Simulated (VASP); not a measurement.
A VASP calculation is set up with these files.

**INCAR**
```
SYSTEM = Nb
PREC = Accurate
ENCUT = 400
EDIFF = 1E-6
NELM = 100
ALGO = Normal
LREAL = .FALSE.
LASPH = .TRUE.
ISMEAR = 1
SIGMA = 0.1
GGA = PE
LMAXMIX = 4
LWAVE = .FALSE.
LCHARG = .FALSE.
ISIF = 2
```

**POSCAR**
```
Nb
1
   -1.6500000000     1.6500000000     1.6500000000
    1.6500000000    -1.6500000000     1.6500000000
    1.6500000000     1.6500000000    -1.6500000000
Nb
1
Direct
  0.0000000000   0.0000000000   0.0000000000
```

KPOINTS:
```
k-points along high-symmetry lines
6
Line-mode
Reciprocal
  0.000000   0.000000   0.000000 ! GAMMA
  0.500000  -0.500000   0.500000 ! H

  0.500000  -0.500000   0.500000 ! H
  0.000000  -0.000000   0.500000 ! N

  0.000000  -0.000000   0.500000 ! N
  0.000000   0.000000   0.000000 ! GAMMA

  0.000000   0.000000   0.000000 ! GAMMA
  0.250000   0.250000   0.250000 ! P

  0.250000   0.250000   0.250000 ! P
  0.500000  -0.500000   0.500000 ! H

  0.250000   0.250000   0.250000 ! P
  0.000000  -0.000000   0.500000 ! N
```

POTCAR, in this order: Nb_sv (PBE.64 set). Program: vasp_std.

The resulting files:

File standard output:
```
 POSCAR found type information on POSCAR Nb
 POSCAR found :  1 types and       1 ions
 Reading from existing POTCAR
 Reading from existing POTCAR
 LDA part: xc-table for (Slater+PW92), standard interpolation
 POSCAR, INCAR and KPOINTS ok, starting setup
 WAVECAR not read
 entering main loop
       N       E                     dE             d eps       ncg     rms          rms(c)
DAV:   1     0.899957127198E+02    0.89996E+02   -0.64971E+03   728   0.106E+03
DAV:   2    -0.768667322019E+01   -0.97682E+02   -0.95361E+02   800   0.379E+02
DAV:   3    -0.113418988631E+02   -0.36552E+01   -0.35560E+01  1098   0.615E+01
DAV:   4    -0.114708449469E+02   -0.12895E+00   -0.12542E+00   970   0.998E+00
DAV:   5    -0.114750030327E+02   -0.41581E-02   -0.41413E-02  1058   0.149E+00    0.762E+00
DAV:   6    -0.111750406321E+02    0.29996E+00   -0.61282E-01  1108   0.991E+00    0.279E+00
DAV:   7    -0.111380391447E+02    0.37001E-01   -0.20873E-01  1100   0.569E+00    0.870E-01
DAV:   8    -0.111423612793E+02   -0.43221E-02   -0.10804E-02   858   0.154E+00    0.460E-02
DAV:   9    -0.111424015263E+02   -0.40247E-04   -0.59719E-04  1106   0.191E-01    0.361E-02
DAV:  10    -0.111424080342E+02   -0.65080E-05   -0.12246E-05   862   0.441E-02    0.152E-02
DAV:  11    -0.111424007639E+02    0.72704E-05   -0.37868E-06   864   0.324E-02    0.314E-03
DAV:  12    -0.111424008957E+02   -0.13188E-06   -0.54152E-08   430   0.280E-03
   1 F= -.11142401E+02 E0= -.11140086E+02  d E =-.694357E-02
```

**OUTCAR**
```
------------------------ aborting loop because EDIFF is reached ----------------------------------------
  FORCE on cell =-STRESS in cart. coord.  units (eV):
  Direction    XX          YY          ZZ          XY          YZ          ZX
  --------------------------------------------------------------------------------------
  Total       -0.9022883     -0.9022883     -0.9022883     -0.0000000      0.0000000     -0.0000000
  in kB      -80.4533444    -80.4533444    -80.4533444     -0.0000000      0.0000000     -0.0000000
  external PRESSURE =     -80.4533444 kB  Pullay stress =       0.0000000 kB
  volume of cell :       17.97
      direct lattice vectors                 reciprocal lattice vectors
    -1.650000000  1.650000000  1.650000000     0.000000000  0.303030303  0.303030303
     1.650000000 -1.650000000  1.650000000     0.303030303  0.000000000  0.303030303
     1.650000000  1.650000000 -1.650000000     0.303030303  0.303030303  0.000000000
 POSITION                                       TOTAL-FORCE (eV/Angst)
 -----------------------------------------------------------------------------------
      0.00000      0.00000      0.00000         0.000000     -0.000000      0.000000
 -----------------------------------------------------------------------------------
    total drift:                                0.000000     -0.000000      0.000000
  FREE ENERGIE OF THE ION-ELECTRON SYSTEM (eV)
  ---------------------------------------------------
  free  energy   TOTEN  =       -11.1424008957 eV

  energy  without entropy=      -11.1354573288  energy(sigma->0) =      -11.14008637
```
(Selected blocks of OUTCAR.)

Task: The run ends quietly. Is anything wrong with it?

Result: The cause: a line-mode KPOINTS file was used for a self-consistent run. The run ends without an error. Against the sound run, the energy per atom (σ→0) drops by 0.914 eV/atom; the pressure drops by 8.58 GPa. To mend it, correct KPOINTS.
**KPOINTS**
```
Automatic mesh
0
Gamma
12 12 12
0 0 0
```
The mended run (PBE GGA, plane waves, VASP's PBE PAW potentials (set 64)) converges, and its OSZICAR ends with
```
   1 F= -.10225359E+02 E0= -.10225645E+02  d E =0.856554E-03
```

The compound is Nb in the bcc structure. The cell was not relaxed at this level.
